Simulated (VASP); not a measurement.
Set up this calculation in VASP 6.6.1, as an ASE script.

```yaml
Task: single point
Functional: PBE
Potentials_or_basis: VASP PAW PBE potentials, release 54 (La, In_d, Mn_pv)
Cutoff: 520 eV
k_mesh: 7 × 7 × 7
Occupations: gaussian, width 0.02 eV
Spin: collinear spin, ferromagnetic start
Starting_moments: "[0.0, 0.0, 4.0] μB"
Further_INCAR_settings: ALGO = Fast; EDIFF = 1.00e-06; NBANDS = 30
```

The structure of LaMnIn lies in LaMnIn.cif:

```cif
data_LaMnIn
_cell_length_a 4.59334076
_cell_length_b 4.59334076
_cell_length_c 4.09655900
_cell_angle_alpha 90.00000000
_cell_angle_beta 90.00000000
_cell_angle_gamma 120.00000000
_space_group_name_H-M_alt 'P-6m2'
_space_group_name_Hall 'P -6 2'
_space_group_IT_number 187
loop_
_space_group_symop_operation_xyz
'x,y,z'
'-x+y,-x,-z'
'-y,x-y,z'
'x,y,-z'
'-x+y,-x,z'
'-y,x-y,-z'
'-y,-x,-z'
'x,x-y,z'
'-x+y,y,-z'
'-y,-x,z'
'x,x-y,-z'
'-x+y,y,z'
loop_
_atom_site_label
_atom_site_type_symbol
_atom_site_symmetry_multiplicity
_atom_site_Wyckoff_symbol
_atom_site_fract_x
_atom_site_fract_y
_atom_site_fract_z
_atom_site_occupancy
La1 La 1 a 0.0000000000 0.0000000000 0.0000000000 1
In1 In 1 d 0.3333333333 0.6666666667 0.5000000000 1
Mn1 Mn 1 f 0.6666666667 0.3333333333 0.5000000000 1
```

The cell comes from a database or a generator and needn't be the stable form of this composition.

The input as run:

run.py

```python
from ase.calculators.vasp import Vasp
from ase.dft.bandgap import bandgap
from ase.io import read

atoms = read('LaMnIn.cif', primitive_cell=True, subtrans_included=False)
atoms.set_initial_magnetic_moments([0.0, 0.0, 4.0])
calc = Vasp(
    directory='calc',
    xc='pbe',
    pp='PBE',
    setups='recommended',
    pp_version='54',
    prec='Accurate',
    encut=520,
    ediff=1e-06,
    ismear=0,
    sigma=0.02,
    lreal=False,
    lasph=True,
    nelm=100,
    algo='Fast',
    isif=2,
    lwave=False,
    lcharg=False,
    ispin=2,
    lorbit=11,
    lmaxmix=6,
    kpts=[7, 7, 7],
    gamma=True,
    nbands=30,
)
atoms.calc = calc

print('energy (eV):', atoms.get_potential_energy())
print('free energy (eV):', atoms.get_potential_energy(force_consistent=True))
print('forces (eV/A):')
print(atoms.get_forces())
print('stress (eV/A^3, Voigt):', atoms.get_stress())
print('Fermi level (eV):', calc.get_fermi_level())
print('moment (muB):', atoms.get_magnetic_moment())
print('site moments (muB):', atoms.get_magnetic_moments())
gap, top, bottom = bandgap(calc)
print('band gap (eV):', gap, 'from (spin, k, band)', top, 'to', bottom)
```

Potentials or basis: VASP PAW PBE potentials, release 54 (La, In_d, Mn_pv).

The run is started by

```bash
$ python run.py
```

It gave:

The pressure is 5.3 GPa and the band gap on the k mesh is none (metal or under the smearing width). The net moment is 3.13 μB per cell, the site moments are La -0.18; In -0.10; Mn +3.58 μB and the valence electrons inside the program's atomic spheres are La 8.52; In 11.66; Mn 11.52.

Wall time 16 min on 1 thread of Intel(R) Xeon(R) Platinum 8175M CPU @ 2.50GHz (Skylake/Cascade Lake), with other jobs on the host, peak memory 0.32 GiB.
